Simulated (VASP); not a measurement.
Consider the following.

```xyz
6
Lattice="-2.5237 2.5237 3.7079 2.5237 -2.5237 3.7079 2.5237 2.5237 -3.7079" Properties=species:S:1:pos:R:3 pbc="T T T"
Al     0.0000     0.0000     0.0000
P      0.0000     2.5237     1.8539
O      1.1653     3.0040     2.7270
O      0.4803     1.3584     0.9809
O     -1.1653     2.0435     2.7270
O     -0.4803     3.6890     0.9809
```

Computed with PBEsol GGA, VASP's PBE PAW potentials (set 64) (plane waves; VASP). Settings: 520 eV cut-off, Gaussian smearing of 0.050 eV, potentials Al P O.

**Question.** Give the energies of bands 6 to 19 at the high-symmetry points, in eV from the valence-band maximum.

**Answer.** 
| band | Γ | X | P | N | M | S | R |
|---|---|---|---|---|---|---|---|
| 6 | -5.66 | -6.76 | -6.73 | -6.04 | -6.52 | -6.48 | -6.64 |
| 7 | -5.66 | -5.12 | -5.20 | -5.44 | -5.19 | -5.29 | -5.19 |
| 8 | -5.42 | -5.12 | -5.14 | -5.26 | -5.19 | -5.14 | -5.15 |
| 9 | -2.59 | -2.70 | -2.80 | -2.88 | -2.69 | -2.80 | -2.80 |
| 10 | -2.21 | -2.69 | -2.63 | -2.41 | -2.49 | -2.56 | -2.63 |
| 11 | -1.73 | -2.15 | -2.10 | -2.15 | -2.16 | -2.30 | -2.30 |
| 12 | -1.73 | -2.15 | -1.96 | -1.80 | -2.16 | -1.91 | -1.88 |
| 13 | -1.67 | -1.53 | -1.53 | -1.68 | -2.04 | -1.66 | -1.58 |
| 14 | -0.58 | -0.53 | -0.57 | -0.62 | -0.85 | -0.77 | -0.66 |
| 15 | 0.00 | -0.29 | -0.36 | -0.36 | -0.27 | -0.45 | -0.40 |
| 16 | 0.00 | -0.28 | -0.33 | -0.12 | -0.27 | -0.22 | -0.32 |
| 17 | 5.74 | 8.60 | 8.97 | 7.88 | 8.48 | 8.78 | 9.10 |
| 18 | 8.66 | 9.06 | 9.10 | 8.69 | 8.88 | 9.07 | 9.11 |
| 19 | 10.18 | 9.87 | 9.11 | 9.64 | 9.98 | 9.26 | 9.34 |

The gap is direct, 5.74 eV, from the valence maximum at Γ to the conduction minimum at Γ.

The structure comes from a computed database's AlPO4 entry (I-4); how it stands against other phases isn't given here. It was relaxed first.
